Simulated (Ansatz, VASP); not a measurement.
# Ge in two plane-wave programs, part 2 of 2

Wanted: the spread between two codes on one cell, functional and k mesh. The cell is taken from a series of runs on this material, whose earlier steps may have relaxed, scaled, displaced or heated it; both programs get it as it stands.

VASP 6.6.1 and Ansatz 0.2.0.

So far: Set-up; Ansatz: relaxation of cell and atoms, PBEsol.

This is not the structure that Ge takes at ambient pressure and room temperature (diamond type); it is a model or a phase of other conditions.

## 3. VASP: relaxation of cell and atoms, PBEsol

Level of this step: PBEsol; plane waves and PAW (Ge_d) (VASP).

The same cell, functional, mesh and smearing now go to VASP, with its own data sets.

Lines of VASP's logs that name or quote its potential files are left out, and so is its time.

INCAR reads:

```
SYSTEM = Ge
PREC = Accurate
ENCUT = 500
EDIFF = 1E-07
NELM = 120
ISMEAR = -1
SIGMA = 0.02
LREAL = .FALSE.
ALGO = Normal
GGA = PS
NBANDS = 138
LORBIT = 11
LWAVE = .FALSE.
LCHARG = .FALSE.
ISIF = 3
IBRION = 2
NSW = 80
EDIFFG = -0.005
LASPH = .TRUE.
GGA_COMPAT = .FALSE.
NELMIN = 4
KPAR = 4
```

POSCAR reads:

```
Ge
1.0
    4.0000000000      0.0000000000      0.0000000000
   -2.0000000000      3.4641016200      0.0000000000
    0.0000000000      0.0000000000     26.1278905900
Ge
16
Direct
    0.3333333300      0.6666666700      0.7031250000
    0.3333333300      0.6666666700      0.7968750000
    0.6666666700      0.3333333300      0.8281250000
    0.6666666700      0.3333333300      0.9218750000
    0.0000000000      0.0000000000      0.9531250000
    0.0000000000      0.0000000000      0.0468750000
    0.3333333300      0.6666666700      0.0781250000
    0.3333333300      0.6666666700      0.1718750000
    0.6666666700      0.3333333300      0.2031250000
    0.6666666700      0.3333333300      0.2968750000
    0.3333333300      0.6666666700      0.3281250000
    0.3333333300      0.6666666700      0.4218750000
    0.0000000000      0.0000000000      0.4531250000
    0.0000000000      0.0000000000      0.5468750000
    0.6666666700      0.3333333300      0.5781250000
    0.6666666700      0.3333333300      0.6718750000
```

KPOINTS reads:

```
Automatic mesh
0
Gamma
10 10 2
0 0 0
```

PAW data sets: Ge_d (PBE family, release 64).

Command:

```console
mpirun -np 4 vasp_std
```

Numbers of over 12 decimals in the logs are rounded to 6 here.

Output:

```text
[banner, memory and clock lines left out]
running    4 mpi-ranks, on    1 nodes
 distrk:  each k-point on    1 cores,    4 groups
 distr:  one band on    1 cores,    1 groups

 POSCAR found type information on POSCAR Ge
 POSCAR found :  1 types and      16 ions
|                                                                             |
|               ----> ADVICE to this user running VASP <----                  |
|                                                                             |
|     You enforced a specific xc type in the INCAR file but a different       |
|     [... a line on the potential file left out ...]
|     I HOPE YOU KNOW WHAT YOU ARE DOING!                                     |
|                                                                             |

 LDA part: xc-table for (Slater+PW92), standard interpolation
 POSCAR, INCAR and KPOINTS ok, starting setup
 FFT: planning ... GRIDC
 FFT: planning ... GRID_SOFT
 FFT: planning ... GRID
 WAVECAR not read
 entering main loop
       N       E                     dE             d eps       ncg     rms          rms(c)
DAV:   1     0.328814502712E+04    0.32881E+04   -0.88888E+04  8832   0.440E+03
DAV:   2     0.648903246090E+03   -0.26392E+04   -0.25347E+04  7728   0.112E+03
DAV:   3     0.117606429689E+02   -0.63714E+03   -0.60045E+03  7824   0.281E+02
DAV:   4    -0.750431115478E+02   -0.86804E+02   -0.82391E+02  8754   0.107E+02
DAV:   5    -0.800144225996E+02   -0.49713E+01   -0.48828E+01  8752   0.271E+01    0.964E+00
DAV:   6    -0.792963159004E+02    0.71811E+00   -0.16427E+00  8696   0.456E+00    0.515E+00
DAV:   7    -0.789161207963E+02    0.38020E+00   -0.46597E-01  8544   0.299E+00    0.755E-01
DAV:   8    -0.789192543689E+02   -0.31336E-02   -0.63860E-02  9328   0.345E+00    0.299E-01
DAV:   9    -0.789217961617E+02   -0.25418E-02   -0.69827E-03 12696   0.156E+00    0.107E-01
DAV:  10    -0.789224334246E+02   -0.63726E-03   -0.23140E-03  8912   0.318E-01    0.306E-02
DAV:  11    -0.789224627129E+02   -0.29288E-04   -0.53623E-04  9240   0.490E-01    0.164E-02
DAV:  12    -0.789224644974E+02   -0.17845E-05   -0.64555E-05  9720   0.181E-01    0.481E-03
DAV:  13    -0.789224716454E+02   -0.71480E-05   -0.48426E-05  8632   0.449E-02    0.343E-03
DAV:  14    -0.789224720330E+02   -0.38761E-06   -0.10810E-05  9848   0.429E-02    0.263E-03
DAV:  15    -0.789224720791E+02   -0.46108E-07   -0.14560E-06  8616   0.440E-02    0.148E-03
DAV:  16    -0.789224721930E+02   -0.11393E-06   -0.13791E-06  8928   0.856E-03    0.777E-04
DAV:  17    -0.789224721439E+02    0.49098E-07   -0.45549E-07  6872   0.817E-03
   1 F= -.78922472E+02 E0= -.78922087E+02  d E =-.789225E+02
[... from here on, the cycles between the ionic steps are left out ...]
   2 F= -.78928060E+02 E0= -.78927730E+02  d E =-.558759E-02
   6 F= -.78929409E+02 E0= -.78929103E+02  d E =-.211968E-03
   7 F= -.78929410E+02 E0= -.78929106E+02  d E =-.212861E-03
   8 F= -.78929540E+02 E0= -.78929240E+02  d E =-.130747E-03
   9 F= -.78929570E+02 E0= -.78929271E+02  d E =-.160307E-03
  10 F= -.78929572E+02 E0= -.78929274E+02  d E =-.162533E-03
  11 F= -.78929572E+02 E0= -.78929274E+02  d E =-.162537E-03
  12 F= -.78929578E+02 E0= -.78929276E+02  d E =-.596058E-05
  13 F= -.78929583E+02 E0= -.78929282E+02  d E =-.103540E-04
  14 F= -.78929582E+02 E0= -.78929282E+02  d E =-.947968E-05
 curvature:  -0.30 expect dE=-0.107E-04 dE for cont linesearch -0.220E-06
 trial: gam= 1.18735 g(F)=  0.904E-05 g(S)=  0.265E-04 ort =-0.536E-05 (trialstep = 0.557E+00)
 search vector abs. value=  0.785E-04
 bond charge predicted
       N       E                     dE             d eps       ncg     rms          rms(c)
DAV:   1    -0.789295871190E+02   -0.55269E-05   -0.50663E-03  8894   0.241E-01    0.175E-02
DAV:   2    -0.789295907393E+02   -0.36203E-05   -0.10380E-04 11088   0.851E-02    0.111E-02
DAV:   3    -0.789295876825E+02    0.30568E-05   -0.11914E-05  8896   0.563E-02    0.274E-03
DAV:   4    -0.789295880111E+02   -0.32858E-06   -0.45318E-06  8474   0.331E-02    0.131E-03
DAV:   5    -0.789295881699E+02   -0.15881E-06   -0.11506E-06  7796   0.123E-02    0.100E-03
DAV:   6    -0.789295882660E+02   -0.96035E-07   -0.29999E-07  5462   0.114E-02
  15 F= -.78929588E+02 E0= -.78929286E+02  d E =-.657647E-05
 trial-energy change:   -0.000007  1 .order   -0.000007   -0.000016    0.000002
 step:   0.4848(harm=  0.4848)  dis= 0.00039  next Energy=   -78.929589 (dE=-0.707E-05)
 reached required accuracy - stopping structural energy minimisation
```

OUTCAR, selected parts (step 3):

```text
ion  position               nearest neighbor table
   1  0.333  0.667  0.703-  16 2.45  16 2.45   2 2.45  16 2.45
   2  0.333  0.667  0.797-   3 2.45   3 2.45   1 2.45   3 2.45
   3  0.667  0.333  0.828-   2 2.45   2 2.45   4 2.45   2 2.45
   4  0.667  0.333  0.922-   5 2.45   3 2.45   5 2.45   5 2.45
   5  0.000  0.000  0.953-   4 2.45   6 2.45   4 2.45   4 2.45
   6  0.000  0.000  0.047-   7 2.45   5 2.45   7 2.45   7 2.45
   7  0.333  0.667  0.078-   6 2.45   8 2.45   6 2.45   6 2.45
   8  0.333  0.667  0.172-   9 2.45   9 2.45   7 2.45   9 2.45
   9  0.667  0.333  0.203-   8 2.45   8 2.45  10 2.45   8 2.45
  10  0.667  0.333  0.297-  11 2.45  11 2.45   9 2.45  11 2.45
  11  0.333  0.667  0.328-  10 2.45  10 2.45  12 2.45  10 2.45
  12  0.333  0.667  0.422-  13 2.45  11 2.45  13 2.45  13 2.45
  13  0.000  0.000  0.453-  12 2.45  14 2.45  12 2.45  12 2.45
  14  0.000  0.000  0.547-  15 2.45  13 2.45  15 2.45  15 2.45
  15  0.667  0.333  0.578-  14 2.45  16 2.45  14 2.45  14 2.45
  16  0.667  0.333  0.672-   1 2.45   1 2.45  15 2.45   1 2.45

  LATTYP: Found a hexagonal cell.
 ALAT       =     4.0000000000
 C/A-ratio  =     6.5319726475

 Subroutine GETGRP returns: Found 24 space group operations
 (whereof 12 operations were pure point group operations)

The static configuration has the point symmetry D_3d.
 The point group associated with its full space group is D_6h.

 Found     28 irreducible k-points:

   k-points           NKPTS =     28   k-points in BZ     NKDIM =     28   number of bands    NBANDS=    138

   dimension x,y,z NGX =    30 NGY =   30 NGZ =  192
   dimension x,y,z NGXF=    60 NGYF=   60 NGZF=  384

   ENCUT  =  500.0 eV  36.75 Ry    6.06 a.u.   7.29  7.29 47.64*2*pi/ulx,y,z

   NELECT =     224.0000    total number of electrons

 k-points in reciprocal lattice and weights: Automatic mesh
   0.00000000  0.00000000  0.00000000       0.005
   0.10000000 -0.00000000  0.00000000       0.030
   0.20000000 -0.00000000  0.00000000       0.030
   0.30000000  0.00000000  0.00000000       0.030
   0.40000000  0.00000000  0.00000000       0.030
   0.50000000 -0.00000000  0.00000000       0.015
   0.10000000  0.10000000  0.00000000       0.030
   0.20000000  0.10000000  0.00000000       0.060
   0.30000000  0.10000000  0.00000000       0.060
[...]
0.40000000  0.20000000  0.50000000       0.030
   0.30000000  0.30000000  0.50000000       0.030

 average (electrostatic) potential at core
       1 -74.2119       2 -74.2119       3 -74.2166       4 -74.2352       5 -74.2323
       6 -74.2323       7 -74.2352       8 -74.2166       9 -74.2119      10 -74.2119
      11 -74.2166      12 -74.2352      13 -74.2323      14 -74.2323      15 -74.2352
      16 -74.2166

 E-fermi :   4.8284

 k-point     1 :       0.0000    0.0000    0.0000
  band No.  band energies     occupation
    ...
    109       4.5344      2.00000
    110       4.7580      1.94272
    111       4.7598      1.93727
    112       4.8405      0.70741
    113       4.8405      0.70739
    114       4.8537      0.44144
    115       4.9338      0.01024
    116       5.0606      0.00002
    117       5.3515      0.00000
    118       5.5034      0.00000
    ...

 k-point     2 :       0.1000   -0.0000    0.0000
  band No.  band energies     occupation
    ...
    108       3.9008      2.00000
    109       4.2889      2.00000
    110       4.3376      2.00000
    111       4.5663      2.00000
    112       4.6562      1.99964
    113       5.7851      0.00000
    114       5.8715      0.00000
    115       5.8857      0.00000
    116       6.0045      0.00000
    117       6.1799      0.00000
    ...

 k-point     3 :       0.2000   -0.0000    0.0000
  band No.  band energies     occupation
    ...
    108       3.4462      2.00000
    109       3.8710      2.00000
    110       3.8943      2.00000
    111       4.0770      2.00000
    112       4.2300      2.00000
    113       5.7006      0.00000
    114       5.7632      0.00000
    115       6.1020      0.00000
    116       6.4027      0.00000
    117       6.4604      0.00000
    ...

  Total       -0.0125390     -0.0125390     -0.0308398      0.0000000      0.0000000      0.0000000
  in kB       -0.0551077     -0.0551077     -0.1355377      0.0000000      0.0000000      0.0000000
  external PRESSURE =      -0.0819177 kB  Pullay stress =       0.0000000 kB

  energy-cutoff  :      500.00
  volume of cell :      364.55
      direct lattice vectors                 reciprocal lattice vectors
     4.005842059 -0.000000000  0.000000000     0.249635404  0.144127067  0.000000000
    -2.002921030  3.469160992 -0.000000000     0.000000000  0.288254135  0.000000000
    -0.000000000 -0.000000000 26.232755507    -0.000000000 -0.000000000  0.038120281

 POSITION                                       TOTAL-FORCE (eV/Angst)
 -----------------------------------------------------------------------------------
     -0.00000      2.31277     18.43731         0.000000     -0.000000      0.001170
     -0.00000      2.31277     20.91182        -0.000000      0.000000     -0.001170
      2.00292      1.15639     21.73388        -0.000000     -0.000000      0.001903
      2.00292      1.15639     24.18611         0.000000      0.000000      0.000188
      0.00000      0.00000     25.00545         0.000000     -0.000000     -0.002211
      0.00000      0.00000      1.22730        -0.000000      0.000000      0.002211
     -0.00000      2.31277      2.04665        -0.000000     -0.000000     -0.000188
     -0.00000      2.31277      4.49888        -0.000000      0.000000     -0.001903
      2.00292      1.15639      5.32093        -0.000000      0.000000      0.001170
      2.00292      1.15639      7.79545        -0.000000      0.000000     -0.001170
     -0.00000      2.31277      8.61750        -0.000000      0.000000      0.001903
     -0.00000      2.31277     11.06973         0.000000      0.000000      0.000188
      0.00000      0.00000     11.88908         0.000000      0.000000     -0.002211
     -0.00000      0.00000     14.34368         0.000000      0.000000      0.002211
      2.00292      1.15639     15.16302        -0.000000      0.000000     -0.000188
      2.00292      1.15639     17.61525         0.000000     -0.000000     -0.001903
 -----------------------------------------------------------------------------------
    total drift:                                0.000000      0.000000      0.000000

  FREE ENERGIE OF THE ION-ELECTRON SYSTEM (eV)
  ---------------------------------------------------
  free  energy   TOTEN  =       -78.9295882660 eV

  energy  without entropy=      -78.9289835358  energy(sigma->0) =      -78.92928590

 reached required accuracy - stopping structural energy minimisation

 total charge
# of ion       s       p       d       tot
------------------------------------------
    1        1.129   1.248  10.022  12.399
    2        1.129   1.248  10.022  12.399
    3        1.127   1.254  10.024  12.405
    4        1.129   1.253  10.024  12.405
    5        1.129   1.253  10.023  12.406
    6        1.129   1.253  10.023  12.406
    7        1.129   1.253  10.024  12.405
    8        1.127   1.254  10.024  12.405
    9        1.129   1.248  10.022  12.399
   10        1.129   1.248  10.022  12.399
   11        1.127   1.254  10.024  12.405
   12        1.129   1.253  10.024  12.405
   13        1.129   1.253  10.023  12.406
   14        1.129   1.253  10.023  12.406
   15        1.129   1.253  10.024  12.405
   16        1.127   1.254  10.024  12.405
--------------------------------------------------
tot         18.057  20.030 160.373 198.460

[... 3 further parts left out ...]
```

CONTCAR:

```
Ge
   1.00000000000000
     4.0058420591083550   -0.0000000000000000    0.0000000000000000
    -2.0029210295541775    3.4691609916195110   -0.0000000000000000
    -0.0000000000000000   -0.0000000000000000   26.2327555065673153
  Ge
    16
Direct
     0.3333333300000021    0.6666666699999979    0.7028353707544855
     0.3333333300000021    0.6666666699999979    0.7971646292455145
     0.6666666699999979    0.3333333300000021    0.8285015781680902
     0.6666666699999979    0.3333333300000021    0.9219813002171264
     0.0000000000000000    0.0000000000000000    0.9532149594810413
     0.0000000000000000    0.0000000000000000    0.0467850405189589
     0.3333333300000021    0.6666666699999979    0.0780186997828737
     0.3333333300000021    0.6666666699999979    0.1714984218319099
     0.6666666699999979    0.3333333300000021    0.2028353707544859
     0.6666666699999979    0.3333333300000021    0.2971646292455141
     0.3333333300000021    0.6666666699999979    0.3285015781680901
     0.3333333300000021    0.6666666699999979    0.4219813002171262
     0.0000000000000000    0.0000000000000000    0.4532149594810411
     0.0000000000000000    0.0000000000000000    0.5467850405189587
     0.6666666699999979    0.3333333300000021    0.5780186997828736
     0.6666666699999979    0.3333333300000021    0.6714984218319098
```

The run keeps the 24 symmetry operations of its start, so it cannot find a distortion of lower symmetry.

## 4. Side by side

Known differences besides the potentials themselves: the cutoff is 600 eV in Ansatz and 500 eV in VASP; Ansatz makes its cores anew for this functional, VASP keeps those of its PBE data sets; Ansatz adds a Pulay correction to the stress that steers its cell, VASP none. Total energies have different zeros and are not compared.

The two programs side by side:

| quantity | Ansatz | VASP | difference |
| --- | --- | --- | --- |
| volume (Å³) | 365.31 | 364.55 | +0.21 % |
| edge a after relaxation, in the typed setting (Å) | 4.009 | 4.006 | +0.09 % |
| edge c after relaxation, in the typed setting (Å) | 26.243 | 26.233 | +0.04 % |

## 5. What came out

- difference in volume (relaxation of cell and atoms, PBEsol): 0.21 %

What this shows: The difference in volume is 0.21 % (relaxation of cell and atoms, PBEsol), within the 1.2 % picked in this series as the mark of a large difference, as far as the stopping tolerances let one tell. VASP runs on this material, other cells of it included, that failed, so that no pair exists: relaxation of cell and atoms, PBEsol (timeout). How closely two codes agree says nothing of how well the functional describes the real material.

[Lines on the potential files, build, host, timing and source positions are cut from VASP's logs without a mark.]

[Logs are printed without paths, hosts, clocks, repeated set-up lines and the standing remarks that a program may print on its own settings, such as how far it seeks lower states.]

[Hosts, paths, dates, database ids (printed as entryN), source tags and the programs' standing remarks are cut or masked in the printed files.]
